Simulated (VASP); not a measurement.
# PbSe: energy against volume

PbSe (rock salt, Fm-3m, 29.974 Å³/atom and stress up to 0.11 GPa in the relaxed cell, cube axes along x, y and z) under an equal strain ε along all three axes. PBE in VASP (plane waves, PAW), 480 eV, 10×10×10 Γ-centred mesh, Gaussian smearing 0.05 eV; ions are relaxed, or left where forces stay under 0.02 eV/Å, within the symmetry of each cell.

Here V stands for volume and E for E less E0.

| volume (Å³/atom) | E less E0 (meV/atom) | pressure (GPa) |
|---|---|---|
| 28.2113 | 18.70 | 3.39 |
| 28.6453 | 10.66 | 2.48 |
| 29.0838 | 4.94 | 1.64 |
| 29.5267 | 1.43 | 0.85 |
| 29.9740 | 0.00 | 0.11 |
| 30.4259 | 0.56 | -0.57 |
| 30.8823 | 3.01 | -1.21 |
| 31.3432 | 7.26 | -1.80 |
| 31.8087 | 13.21 | -2.35 |
| 32.7534 | ? | ? |

Fit E of the 9 rows that show it with the third-order Birch-Murnaghan form, a cubic in V^(-2/3). With u = V^(-2/3) - 0.1037, the rows have u = 0.0042074, 0.0031147, 0.0020384, 0.0009783, -0.0000657, -0.0010944, -0.0021078, -0.0031062, -0.0040901. Least squares gives E = 0.029 + 521.7·u + 922922·u² + 1828856·u³. Residuals (row less fit): 0.002, -0.003, -0.003, 0.006, 0.001, -0.001, -0.003, 0.002, 0.000; standard error 0.004 (degrees of freedom: 5). Its minimum lies at u = -0.0002829, so V0 = (0.1034171)^(-3/2) = 30.07. There d²E/du² = 1843000 and d³E/du³ = 1.097e7, so B0 = (4/9) × 30.07^(-7/3) × 1843000 × 0.160218 = 46.7 GPa (the last factor turns the table's units into GPa), and B0' = 4 + (2/3) × 0.1034171 × (1.097e7)/1843000 = 4.4. B0' rests on the cubic coefficient alone and has a standard error of 0.1 from these residuals.

**Question.** What does the fit predict for E at V = 32.7534, and how far is the calculated value from it?

**Answer.** u = -0.0060147, so E = 0.029 + 521.7 × (-0.0060147) + 922922 × (-0.0060147)² + 1828856 × (-0.0060147)³ = 29.881 meV/atom. The calculation gives 29.86 meV/atom, 0.021 meV/atom below the prediction (0.1 % of the range of E in the table). The row lies outside the fitted rows, so this is an extrapolation. The scatter of the fitted rows lies at the last printed digit.

Spin-orbit coupling is left out, which can shift these values for the heavy elements here. Other structures, which can take over under pressure, weren't tried. The same form fitted to the pressure column gives B0' = 4.5; series where the two differ by over 0.4 aren't shown. Rows are the converged runs of the series near zero and its far end, less any whose ions stayed unrelaxed beside relaxed ones; series whose fitted rows scatter by over a few per cent of the range, as at a crossing or softening among them, aren't shown in this form.
